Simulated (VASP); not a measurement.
The input files of a VASP run:

### INCAR
```
GGA = MK
ZAB_VDW = -1.8867
LUSE_VDW = .TRUE.
PREC = Accurate
LASPH = .TRUE.   ! aspherical one-centre terms
ISIF = 2
LWAVE = .FALSE.
SYSTEM = FeAl
SIGMA = 0.1
EDIFF = 1E-7   ! SCF stop (eV)
PARAM1 = 0.1234568
NELM = 100   ! most electronic steps
PARAM2 = 0.7114
ALGO = Normal
AGGAC = 0.0
LREAL = .FALSE.   ! projection in real space or not
LCHARG = .FALSE.
LMAXMIX = 4   ! l cut-off of mixed one-centre charges
ENCUT = 520   ! plane-wave cut-off (eV)
ISMEAR = 1
```

POSCAR:
```
FeAl
1
    2.7965886433     0.0000000000     0.0000000000
    0.0000000000     2.7965886433     0.0000000000
    0.0000000000     0.0000000000     2.7965886433
Al Fe
1 1
Direct
  0.5000000000   0.5000000000   0.5000000000
  0.0000000000   0.0000000000   0.0000000000
```

**KPOINTS**
```
Automatic mesh
0
Gamma
13 13 13
0 0 0
```

POTCAR, in this order: Al Fe (PBE.64 set). Program: vasp_std.

Task: Translate this rev-vdW-DF2 calculation to Quantum ESPRESSO's pw.x.

Result: One equivalent input (not run):
```
&CONTROL
  calculation = 'scf'
  pseudo_dir = './pseudo'
  outdir = './out'
  tprnfor = .true.
  tstress = .true.
/
&SYSTEM
  ibrav = 0
  nat = 2
  ntyp = 2
  ecutwfc = 90
  occupations = 'smearing'
  smearing = 'methfessel-paxton'
  degauss = 0.00735
  input_dft = 'vdw-df2-b86r'
/
&ELECTRONS
  conv_thr = 7.3e-09
  electron_maxstep = 100
/
ATOMIC_SPECIES
  Al 26.982 Al.upf
  Fe 55.845 Fe.upf
CELL_PARAMETERS angstrom
     2.7965886    0.0000000    0.0000000
     0.0000000    2.7965886    0.0000000
     0.0000000    0.0000000    2.7965886
ATOMIC_POSITIONS crystal
  Al   0.5000000  0.5000000  0.5000000
  Fe   0.0000000  0.0000000  0.0000000
K_POINTS automatic
  13 13 13 0 0 0
```
What does not carry over: the potentials are each code's own (VASP's PAW set, PseudoDojo norm-conserving files in pw.x), so ENCUT and ecutwfc are chosen apart and not converted; conv_thr bounds pw.x's estimated SCF error, while EDIFF bounds the energy change between steps.

The compound is FeAl in the CsCl type structure. This cell is one point of a volume scan, at 0.94 of the reference volume.
